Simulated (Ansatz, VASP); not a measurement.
One calculation of TeW, two programs

INCAR

```
PREC = Accurate ; ENCUT = 600
EDIFF = 1E-6 ; ISMEAR = 0
SIGMA = 0.1 ; LREAL = F
LASPH = T ; NELM = 100
ALGO = Normal ; ISIF = 3
LWAVE = F ; LCHARG = F
GGA = PS ; IBRION = 2
NSW = 100 ; EDIFFG = -0.01
```

File KPOINTS:

```
regular mesh
0
Gamma
  12 12 12
```

POSCAR

```
TeW
1.0
    3.3010346773      0.0000000000      0.0000000000
    0.0000000000      3.3010346773      0.0000000000
    0.0000000000      0.0000000000      3.3010346773
W Te
1 1
Direct
    0.0000000000      0.0000000000      0.0000000000
    0.5000000000      0.5000000000      0.5000000000
```

Input for Ansatz:

```yaml
crystal:
  lattice:
    - [3.3010346874, 0.0, 0.0]
    - [0.0, 3.3010346874, 0.0]
    - [0.0, 0.0, 3.3010346874]
  atoms:
    - { symbol: W, position: [0.0, 0.0, 0.0] }
    - { symbol: Te, position: [0.5, 0.5, 0.5] }
basis:
  ecutwfc: 420
kpoints:
  mp_grid: { grid: [12, 12, 12] }
hamiltonian:
  xc: pbesol
scf:
  occupations: { method: gaussian, width: 0.1 }
output:
  forces: true
  stress: true
  eigenvalues: true
relax:
  adjacent_minimum: "off"
  f_tol: 0.01
  max_steps: 80
  cell: { stress_tol: 0.05 }
```

The cell was built by a generator and needn't be a form met in nature.

Alike in both runs: task relaxation of cell and atoms; functional PBEsol; k mesh 12 × 12 × 12; occupations gaussian, width 0.1 eV; no spin polarisation.

|  | VASP | Ansatz |
| --- | --- | --- |
| version | VASP 6.6.1 | Ansatz 0.2.0 |
| potentials or method | VASP PAW PBE potentials, release 64 (W_sv, Te) | scalar-relativistic, plane waves, PAW |
| plane-wave cutoff (eV) | 600 | 420 |
| valence electrons in the cell | 20 | 30 |

VASP gave:

```
gap on the k mesh at the Fermi level, each at its own relaxed structure (eV) : none
relaxed volume (Å³/atom)                                                     : 18.00
relaxed cell length with the largest relative difference (Å)                 : 3.302
```

Which values does Ansatz return?

gap on the k mesh at the Fermi level, each at its own relaxed structure (eV): none; relaxed volume (Å³/atom): 17.97; relaxed cell length with the largest relative difference (Å): 3.300.

A gap of «none» marks a metal or a gap that the smearing closes. The two sets of potentials don't hold the same shells in valence.

Caveats: the PAW data sets were made with another functional, which shifts forces and pressure a little (VASP). Spin-orbit coupling is left out, which matters for the levels of Te, W.
